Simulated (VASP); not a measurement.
Consider the following.

```yaml
crystal:
  lattice:
    - [0.00000, 2.26000, 2.26000]
    - [2.26000, 0.00000, 2.26000]
    - [2.26000, 2.26000, 0.00000]
  atoms:
    - { symbol: Ga, position: [0.00000, 0.00000, 0.00000] }
    - { symbol: N, position: [0.25000, 0.25000, 0.25000] }
```

Level of theory: PBE GGA, VASP's PBE PAW potentials (set 64) (plane waves; VASP). Numerical set-up: 400 eV cut-off, 13×13×13 Γ-centred mesh, Fermi-Dirac smearing of 0.010 eV, potentials Ga_d N.

### Question
Give the energies of bands 7 to 11 at the high-symmetry points, in eV from the valence-band maximum.

### Answer

```json
[
 {"band": "7", "Γ": "0.00", "X": "-6.10", "U": "-5.84", "L": "-6.99", "W": "-5.67"},
 {"band": "8", "Γ": "0.00", "X": "-2.68", "U": "-4.21", "L": "-0.96", "W": "-3.66"},
 {"band": "9", "Γ": "0.00", "X": "-2.68", "U": "-2.16", "L": "-0.96", "W": "-3.60"},
 {"band": "10", "Γ": "1.66", "X": "3.34", "U": "4.98", "L": "4.57", "W": "6.21"},
 {"band": "11", "Γ": "10.24", "X": "6.60", "U": "7.79", "L": "8.70", "W": "8.30"}
]
```

The gap is direct, 1.66 eV, from the valence maximum at Γ to the conduction minimum at Γ.

The structure is a typed GaN crystal (F-43m). The cell was not relaxed at this level.
